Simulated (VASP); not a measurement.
## N2: single point with RPBE+D3(BJ)

The system is N2, in a box.

```
CELL_PARAMETERS angstrom
11.44147 0.00000 0.00000
0.00000 11.94147 0.00000
0.00000 0.00000 12.44147
ATOMIC_POSITIONS crystal
N 0.52146 0.51592 0.46216
N 0.47780 0.49205 0.53914
```

- Program: VASP 6.6.1
- Task: single point
- Functional: RPBE
- Dispersion: D3(BJ)
- Potentials or basis: VASP PAW PBE potentials, release 64 (N)
- Cutoff: 400 eV
- k mesh: 1 × 1 × 1
- Occupations: gaussian, width 0.01 eV
- Spin: no spin polarisation
- Further INCAR settings: ALGO = Normal; EDIFF = 1e-07; NBANDS = 12; ISYM = 0

```json
{
  "Largest force": "0.655 eV/Å",
  "Gap between the frontier levels": "8.05 eV",
  "Dispersion energy per atom": "-0.040 eV"
}
```

Forces in eV/Å, atoms in the order of the input:
```
N    0.295  0.164 -0.561
N   -0.295 -0.164  0.561
```

Levels at points of the mesh, in eV from the valence-band top:
```tsv
k point	band 1	band 2	band 3	band 4	band 5	band 6	band 7	band 8	band 9	band 10
(0.00, 0.00, 0.00)	-18.01	-3.49	-1.30	-1.30	0.00	8.05	8.05	9.84	10.77	10.79
```

It took 47 s on 1 thread of Intel(R) Xeon(R) 6975P-C (Granite Rapids) (shared host), peak memory 0.87 GiB.

Caveat: the standard files for N, O and F lose accuracy on very short bonds; the PAW data sets were made with another functional, which shifts forces and pressure a little. As with any semilocal functional, this RPBE gap is likely too small.
